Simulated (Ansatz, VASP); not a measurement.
# GaAs in two plane-wave programs

One calculation is typed for both programs; each brings its own data sets. How far apart do they land? The structure shown comes from an earlier Ansatz run, which isn't shown and may have moved the atoms alone.

Program: Ansatz 0.2.0. Level of theory: plane waves, with VASP 6.6.1 beside it; elastic constants at LDA. Results are calculated unless marked as measured.

## (1) The structure

Symmetry: F-43m, No. 216, cubic system. Conventional cell: a = 5.654 Å, b = 5.654 Å, c = 5.654 Å, α = 90.00°, β = 90.00°, γ = 90.00°. Ga has 4 As at 2.45 Å nearest. Nearest to As lie 4 Ga at 2.45 Å. Farther neighbours are not listed.

## (2) Ansatz: elastic constants, LDA

Ansatz runs on its default PAW (the set named soft_2) files.

Elastic constants are differences of stresses under small strains, so they test the stress and the mesh.

The input, input.yaml:

```yaml
crystal:
  lattice:
    - [0.0, 2.82685, 2.82685]
    - [2.82685, 0.0, 2.82685]
    - [2.82685, 2.82685, 0.0]
  atoms:
    - { symbol: Ga, position: [0.0, 0.0, 0.0] }
    - { symbol: As, position: [0.25, 0.25, 0.25] }
kpoints:
  mp_grid: { grid: [6, 6, 6] }
hamiltonian:
  xc: lda
scf:
  occupations: { method: gaussian, width: 0.01 }
output:
  forces: true
  stress: true
  eigenvalues: true
basis:
  ecutwfc: 260.0
elastic:
  mode: relaxed_ion
```

On the command line:

```sh
ansatz run input.yaml --threads 8 --pin off --max-ram 14336MiB --backend cpu --events-out ev --progress --plain --runs-dir out
```

Numbers of over 12 decimals in the logs are rounded to 6 here.

The log of the run:

```text
Warning: basis.ecutwfc = 260 eV is below the records' recommended 420 eV, and the density's cutoff is lower with it unless basis.ecutrho_ratio is high enough to keep the records' density cutoff: compare with a run at a higher cutoff
Engine: ansatz 0.2.0, aarch64-unknown-linux-gnu
Pseudopotentials: kind: paw
Pseudopotential: Ga, paw, valence charge 13, recommended cutoff 420 eV (normal), Ga.paw.azcp
Pseudopotential: As, paw, valence charge 15, recommended cutoff 420 eV (normal), As.paw.azcp
Functional definition: SPW92
  exchange = slater_x
  correlation = pw_c
Crystal: 2 atoms, lattice volume = 45.179 Å³
Basis set: ecut = 260 eV, 411 PW (Γ)
Bands: 18, of which v1, the nominal top of the filled ones, is band 14 counted from 1 (13 counted from 0)
Symmetry: 24 space group operations
Space group: F-43m (ITA 216), of the structure as read, at distance tolerance 3.6e-5 Å
k-points: 16 of 216 (time reversal used)
Non-local potential: Ga, projectors of the file, l = 0: 2, l = 1: 2, l = 2: 3, l = 3: 1
Non-local potential: As, projectors of the file, l = 0: 2, l = 1: 2, l = 2: 3, l = 3: 1
PAW form: soft (Blöchl's): semilocal exchange-correlation on the pseudo side does not see the compensation charge
PAW frozen core: Ga, regenerated for the run's functional, and the local potential with it (the file was generated under x = pbe(κ = 0.804, μ = 0.219515), c = pbe(β = 0.066725))
PAW frozen core: As, regenerated for the run's functional, and the local potential with it (the file was generated under x = pbe(κ = 0.804, μ = 0.219515), c = pbe(β = 0.066725))
PAW one-centre angular grid: Ga, 590 points (default); XC on 64 Gauss nodes
PAW one-centre angular grid: As, 590 points (default); XC on 64 Gauss nodes
Initial density: superposition of atomic densities (neutral atoms: chi_scale 0, normalization atom), corrected by the library's trained network
Initial wavefunctions: pseudopotential atomic-orbital guess
Functional: x = slater, c = lda
SCF iter   1: F=—  HF=-8480.218822 eV  |F-HF|=—  |Δ(HF+E_count)|=         —  Δρ=8.09e-3  dr2=1.17e-2  ethr=1.77e-3  ⟨swp⟩=5.5  Hψ=1253  notcnv=0
preconditioner: auto → none  [insulator: Δε(μ)=0.208 eV  Ē_g=15.477 eV  σ=0.010 eV  W_gap=1.00  n_scr=14 (ndim 8)  ℏωp=23.4 eV  f_vac=0.086  D(μ)=0.00/eV (n_scr^D=0)  ε∞_Penn≈3.3]
SCF iter   2: F=—  HF=-8480.081611 eV  |F-HF|=—  |Δ(HF+E_count)|=   1.37e-1  Δρ=9.17e-3  dr2=2.48e-2  ethr=4.18e-5  ⟨swp⟩=2.4  Hψ=717  notcnv=0
SCF iter   3: F=—  HF=-8480.074503 eV  |F-HF|=—  |Δ(HF+E_count)|=   7.11e-3  Δρ=2.27e-3  dr2=1.62e-3  ethr=4.18e-5  ⟨swp⟩=2.1  Hψ=500  notcnv=0
SCF iter   4: F=—  HF=-8480.073587 eV  |F-HF|=—  |Δ(HF+E_count)|=   9.16e-4  Δρ=9.25e-4  dr2=5.56e-4  ethr=5.77e-6  ⟨swp⟩=2.0  Hψ=496  notcnv=0
SCF iter   5: F=—  HF=-8480.073342 eV  |F-HF|=—  |Δ(HF+E_count)|=   2.45e-4  Δρ=1.47e-4  dr2=7.40e-6  ethr=1.99e-6  ⟨swp⟩=2.0  Hψ=571  notcnv=0
SCF iter   6: F=—  HF=-8480.073354 eV  |F-HF|=—  |Δ(HF+E_count)|=   1.19e-5  Δρ=1.32e-5  dr2=3.52e-8  ethr=2.64e-8  ⟨swp⟩=2.9  Hψ=486  notcnv=0
SCF iter   7: F=—  HF=-8480.073344 eV  |F-HF|=—  |Δ(HF+E_count)|=   1.03e-5  Δρ=2.38e-6  dr2=1.11e-9  ethr=1.26e-10  ⟨swp⟩=1.1  Hψ=290  notcnv=0
SCF iter   8: F=—  HF=-8480.073344 eV  |F-HF|=—  |Δ(HF+E_count)|=  2.00e-10  Δρ=6.80e-8  dr2=7.67e-13  ethr=3.97e-12  ⟨swp⟩=2.3  Hψ=410  notcnv=0
SCF iter   9: F=—  HF=-8480.073344 eV  |F-HF|=—  |Δ(HF+E_count)|=  1.82e-12  Δρ=2.82e-8  dr2=1.45e-13  ethr=1.00e-12  ⟨swp⟩=4.0  Hψ=1014  notcnv=0
SCF iter  10: F=-8480.073344 eV  HF=-8480.073344 eV  |F-HF|=1.82e-12  |Δ(HF+E_count)|=    0.00e0  Δρ=1.62e-9  dr2=9.06e-16  ethr=1.00e-12  ⟨swp⟩=3.2  Hψ=803  notcnv=0
SCF 1 converged in 10 iterations: F = -8480.073344 eV  dr2 = 9.06e-16
  greatest PAW one-centre occupation: 0.999 electrons in one spin orbital (limit 2), on the As atom at site 1 (counted from 0), in its partial waves of l = 2
Crystal: 2 atoms, lattice volume = 44.998 Å³
Symmetry: 8 space group operations
k-points: 30 of 216 (time reversal used)
Initial density: handed on by an earlier stage of this run
Initial wavefunctions: those handed on with the density
[...]
preconditioner: auto → none  [insulator: Δε(μ)=0.243 eV  Ē_g=15.903 eV  σ=0.010 eV  W_gap=1.00  n_scr=14 (ndim 8)  ℏωp=23.5 eV  f_vac=0.074  D(μ)=0.00/eV (n_scr^D=0)  ε∞_Penn≈3.2]
[...]
SCF 16 converged in 10 iterations: F = -8480.058171 eV  dr2 = 5.47e-15
relax step   1: F+E_penalty+E_count = -8480.05817054 eV  Δ(F+E_penalty+E_count) = +0.000e0 eV  max|allowed force component| = 3.224e-2 eV/Å  Δτ_max = 0.0000 Å  (10 SCF iters, accepted)
[...]
SCF iter   1: F=—  HF=-8480.058221 eV  |F-HF|=—  |Δ(HF+E_count)|=         —  Δρ=1.90e-4  dr2=5.54e-6  ethr=2.01e-8  ⟨swp⟩=1.8  Hψ=3829  notcnv=0
SCF iter   2: F=—  HF=-8480.058225 eV  |F-HF|=—  |Δ(HF+E_count)|=   4.02e-6  Δρ=8.31e-5  dr2=9.60e-7  ethr=1.98e-8  ⟨swp⟩=2.0  Hψ=1053  notcnv=0
SCF iter   3: F=—  HF=-8480.058222 eV  |F-HF|=—  |Δ(HF+E_count)|=   2.78e-6  Δρ=6.88e-6  dr2=5.52e-9  ethr=3.43e-9  ⟨swp⟩=2.0  Hψ=1048  notcnv=0
SCF iter   4: F=—  HF=-8480.058222 eV  |F-HF|=—  |Δ(HF+E_count)|=   6.68e-9  Δρ=1.22e-6  dr2=3.03e-10  ethr=1.97e-11  ⟨swp⟩=2.0  Hψ=1242  notcnv=0
SCF iter   5: F=—  HF=-8480.058222 eV  |F-HF|=—  |Δ(HF+E_count)|=  3.04e-10  Δρ=3.31e-7  dr2=6.67e-11  ethr=1.08e-12  ⟨swp⟩=2.0  Hψ=1241  notcnv=0
SCF iter   6: F=—  HF=-8480.058222 eV  |F-HF|=—  |Δ(HF+E_count)|=  2.91e-11  Δρ=9.15e-8  dr2=3.29e-12  ethr=2.38e-13 (applied; sched 1.00e-12)  ⟨swp⟩=2.7  Hψ=1449  notcnv=0
SCF iter   7: F=-8480.058222 eV  HF=-8480.058222 eV  |F-HF|=1.82e-12  |Δ(HF+E_count)|=  5.46e-12  Δρ=1.81e-8  dr2=8.11e-14  ethr=1.00e-12  ⟨swp⟩=3.0  Hψ=3259  notcnv=0
SCF 17 converged in 7 iterations: F = -8480.058222 eV  dr2 = 8.11e-14
relax step   2: F+E_penalty+E_count = -8480.05822222 eV  Δ(F+E_penalty+E_count) = -5.169e-5 eV  max|allowed force component| = 3.353e-5 eV/Å  Δτ_max = 0.0016 Å  (7 SCF iters, accepted)
iter 1 solved again at ethr=1.00e-12 eV; its pass at ethr=3.10e-3 eV (dr2=1.56e-13 eV) is discarded
SCF iter   1: F=—  HF=-8480.058222 eV  |F-HF|=—  |Δ(HF+E_count)|=         —  Δρ=1.80e-8  dr2=8.09e-14  ethr=1.00e-12  ⟨swp⟩=2.1  Hψ=4035  notcnv=0
SCF iter   2: F=-8480.058222 eV  HF=-8480.058222 eV  |F-HF|=0.00e0  |Δ(HF+E_count)|=  3.64e-12  Δρ=8.52e-9  dr2=1.03e-14  ethr=1.00e-12  ⟨swp⟩=3.5  Hψ=2361  notcnv=0
SCF 18 converged in 2 iterations: F = -8480.058222 eV  dr2 = 1.03e-14
WARN: the elastic stencil's two pairs of strained cells disagree: C31 (strain 11) reads 47.20 GPa from the cells at ±δ and 40.72 from those at ±2δ, which the stencil makes 49.36; C44 (strain 23) reads 61.28 GPa from the cells at ±δ and 48.27 from those at ±2δ, which the stencil makes 65.62; the limit is 2 % of the column's largest entry (no column's own pairs agree, so each is held to its own). A stress that is smooth and near linear over the cells gives both pairs one slope, so the constants of these columns, the constants that the crystal's symmetry builds from them and the moduli and the stability verdict built on them are in doubt. [rest of the remark cut]
SCF converged after 10 iterations
Free energy (F): -8480.073344 eV
Harris-Foulkes:  -8480.073344 eV  (|F-HF|=1.82e-12)
Internal energy: -8480.073344 eV  (E = F + TS)
E sigma→0 (E₀):  -8480.073344 eV
Fermi energy:    7.983308 eV
--- Per-component energies (eV) ---
  E_band       = -337.617631
  E_kinetic    = 220.384774
  E_local      = -3935.221646  (includes V_loc(G=0)·N_el)
  E_nonlocal   = -218.156110
  E_hartree    = 1981.509410
  E_xc         = -147.554430
  E_vxc        = -137.905432  (∫ρ·V_xc dr)
  E_paw        = -3686.094028  (= ΣΔE_a)
  E_vpaw       = -229.720800  (= ΣTr[D̂ρ^β])
  E_aug_tail   = -0.017237  (compensation charges beyond the density's cutoff)
  E_ewald      = -2698.727786
  E_core_change = 3.803710  (= ΣΔE_core)
  E_smearing   = -0.000000  (= −TS)
  E_closure    = -0.000000  (closes the sum)
  Σ components = -8480.073344   (vs F -8480.073344, Δ=0.00e0)
--- Forces (eV/Å), atoms counted from 1 ---
  atom   1  Ga     0.00000000    -0.00000000    -0.00000000
  atom   2  As    -0.00000000     0.00000000    -0.00000000
  max |Σ_I F_I| component: 2.59e-16 eV/Å
--- Stress (GPa, compression-positive) ---
       -1.800713       0.000000      -0.000000
        0.000000      -1.800713       0.000000
       -0.000000       0.000000      -1.800713
  P = ⅓ Tr σ = -1.8007 GPa (-18.007 kbar)
--- Band table (eV; the first three rows and the last of 16) ---
  k-point 0: bands = [... 10 lower, -4.9358, 7.8690, 7.8690, 7.8690, 8.0971, 11.5726, 11.5726, 11.5726]
  k-point 1: bands = [... 10 lower, -4.6251, 5.0556, 7.4718, 7.4718, 9.3170, 12.1164, 12.1164, 12.4370]
  k-point 2: bands = [... 10 lower, -3.8144, 2.3999, 6.9228, 6.9228, 8.9009, 12.5437, 12.5437, 14.9509]
  k-point 15: bands = [... 10 lower, -2.4386, 1.0978, 4.4822, 4.6282, 11.0425, 11.2276, 14.8937, 15.2184]
--- Elastic constants: 2 strain directions × 4 members + reference (group order 24) ---
  dense FFT box of the reference and of every strained cell: 24×24×24
  strains applied: 11, 23; error gains: componentwise 1.00 (the most a stress slope's error grows in a printed constant), spectral 1.73 (1 for all six strains in a standard setting)
  C = ∂σ_k/∂η_j (tension-positive GPa; Voigt order 11 22 33 23 13 12):
        90.681     49.360     49.360     -0.000     -0.000     -0.000
        49.360     90.681     49.360     -0.000     -0.000     -0.000
        49.360     49.360     90.681     -0.000     -0.000     -0.000
         0.000     -0.000     -0.000     65.621      0.000     -0.000
        -0.000     -0.000     -0.000     -0.000     65.621     -0.000
         0.000     -0.000      0.000      0.000     -0.000     65.621
  reference stress σ⁰ (GPa):      1.801      1.801      1.801     -0.000      0.000     -0.000
  C* (energy form; C + prestress term) asymmetry max|C*_kj − C*_jk| = 1.421e-14 GPa — a small one proves nothing (zero by symmetry where the batch's group is 432, −43m or m−3m); a large one is finite-difference/SCF noise where every solve meets its electron count
  moduli (Voigt/Reuss/Hill, GPa): K = 63.13/63.13/63.13   G = 47.64/35.08/41.36   E = 101.84   ν = 0.231
  mechanically stable: yes (min eigenvalue of sym C = 41.32 GPa)
  strain η (Voigt 11):  stress-route row diagonal C_11 = 90.68 GPa, energy-path curvature d²(F+E_count+ΔE)/dδ²/Ω₀ = 989.68 GPa
    cells at ±δ against ±2δ: C31 47.20 and 40.72 GPa, apart by 7.14 % of the column's largest entry
         δ    σ_11 (GPa)             F (eV)   n_scf  n_hpsi   n_pw
    -4.000e-3       1.3123       -8480.0674521       8    9893    444   relax 0 steps, max|allowed force component| 3.52e-19 eV/Å
    -2.000e-3       1.5111       -8480.0663948       7   12034    444   relax 0 steps, max|allowed force component| 1.36e-19 eV/Å
     2.000e-3       1.8720       -8480.0619993       7   11300    444   relax 0 steps, max|allowed force component| 4.34e-19 eV/Å
     4.000e-3       2.0231       -8480.0549741       8    9935    444   relax 0 steps, max|allowed force component| 8.67e-19 eV/Å
  strain η (Voigt 23):  stress-route row diagonal C_44 = 65.62 GPa, energy-path curvature d²(F+E_count+ΔE)/dδ²/Ω₀ = 733.76 GPa
    cells at ±δ against ±2δ: C44 61.28 and 48.27 GPa, apart by 19.83 % of the column's largest entry
         δ    σ_23 (GPa)             F (eV)   n_scf  n_hpsi   n_pw
    -4.000e-3      -0.1931       -8480.0582222       2    6866    444   relax 3 steps, max|allowed force component| 1.12e-8 eV/Å
    -2.000e-3      -0.1226       -8480.0631978       2    6712    444   relax 2 steps, max|allowed force component| 1.72e-5 eV/Å
     2.000e-3       0.1226       -8480.0631978       2    6738    444   relax 2 steps, max|allowed force component| 8.11e-10 eV/Å
     4.000e-3       0.1931       -8480.0582222       2    6719    444   relax 2 steps, max|allowed force component| 3.35e-5 eV/Å
```

The column dr2 measures how far the density is from self-consistency, as an energy; F and HF (Harris–Foulkes) agree once it is small.

[end of part 1 of 2]

[Lines on the potential files, build, host, timing and source positions are cut from VASP's logs without a mark.]

[Logs are printed without paths, hosts, clocks, repeated set-up lines and the standing remarks that a program may print on its own settings, such as how far it seeks lower states.]

[Hosts, paths, dates, database ids (printed as entryN), source tags and the programs' standing remarks are cut or masked in the printed files.]
